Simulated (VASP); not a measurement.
Calculation: LDA (Ceperley-Alder, Perdew-Zunger), VASP's LDA PAW potentials (set 64) (plane waves; VASP 6.6.1).

A VASP calculation is set up with these files.

**POSCAR**
```
Nb
1.0
 -1.6228691550   1.6228691550   1.6228691550
  1.6228691550  -1.6228691550   1.6228691550
  1.6228691550   1.6228691550  -1.6228691550
Nb
1
Cartesian
  0.0000000000   0.0000000000   0.0000000000
```

### INCAR
```
SYSTEM = Nb
PREC = Accurate
ENCUT = 500
EDIFF = 1E-6
NELM = 100
ALGO = Normal
LREAL = .FALSE.
LASPH = .TRUE.
ISMEAR = 1
SIGMA = 0.1
LMAXMIX = 4
LWAVE = .FALSE.
LCHARG = .FALSE.
IBRION = 2
ISIF = 3
NSW = 40
EDIFFG = -0.02
```

File KPOINTS:
```
Automatic
0
gamma
  16 16 16
0 0 0
```

POTCAR, in this order: Nb_sv (LDA.64 set). Program: vasp_std.

Q: What will the output report for the number of irreducible k-points (NKPTS), largest plane-wave count, number of space-group operations, FFT grid (NGX, NGY, NGZ)?

A: 
- number of irreducible k-points (NKPTS): 145
- largest plane-wave count: 466
- number of space-group operations: 48
- FFT grid (NGX, NGY, NGZ): 20 × 20 × 20

The compound is Nb in the bcc structure. It was relaxed first.
